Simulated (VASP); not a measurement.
Input:

```xyz
6
Lattice="4.1568 0.0000 0.0000 0.0000 4.1568 0.0000 0.0000 0.0000 2.6655" Properties=species:S:1:pos:R:3 pbc="T T T"
Si     0.0000     0.0000     0.0000
Si     2.0784     2.0784     1.3328
O      1.2694     1.2694     0.0000
O      3.3478     0.8090     1.3328
O      0.8090     3.3478     1.3328
O      2.8874     2.8874     0.0000
```

Method: LDA (Ceperley-Alder, Perdew-Zunger), VASP's LDA PAW potentials (set 64) (plane waves; VASP 6.6.1). Run with 520 eV cut-off, Gaussian smearing of 0.050 eV, potentials Si O.

Q: Give the energies of bands 6 to 19 at the high-symmetry points, in eV from the valence-band maximum.

A: 
```csv
band,Γ,X,M,Z,R,A
6,-6.58,-9.50,-7.94,-9.68,-9.54,-10.98
7,-6.58,-4.65,-6.02,-7.09,-8.29,-8.42
8,-6.51,-4.65,-6.02,-7.09,-8.29,-8.42
9,-5.56,-4.63,-4.15,-6.38,-6.69,-4.61
10,-5.21,-4.63,-4.15,-6.38,-6.69,-4.61
11,-3.23,-4.01,-3.37,-4.76,-4.14,-4.59
12,-3.23,-4.01,-3.37,-4.76,-4.14,-4.59
13,-2.56,-2.76,-2.78,-3.24,-2.35,-1.79
14,-0.91,-2.76,-2.78,-3.24,-2.35,-1.79
15,-0.91,-1.09,-2.35,-2.76,-1.82,-1.60
16,0.00,-1.09,-2.35,-2.76,-1.82,-1.60
17,5.76,7.71,7.37,9.03,8.68,7.13
18,6.41,7.71,7.37,9.03,8.68,7.13
19,8.32,8.89,9.91,12.47,9.85,10.86
```

The gap is direct, 5.76 eV, from the valence maximum at Γ to the conduction minimum at Γ.

The compound is SiO2 in the rutile structure, stishovite, a high-pressure form. It was relaxed first.
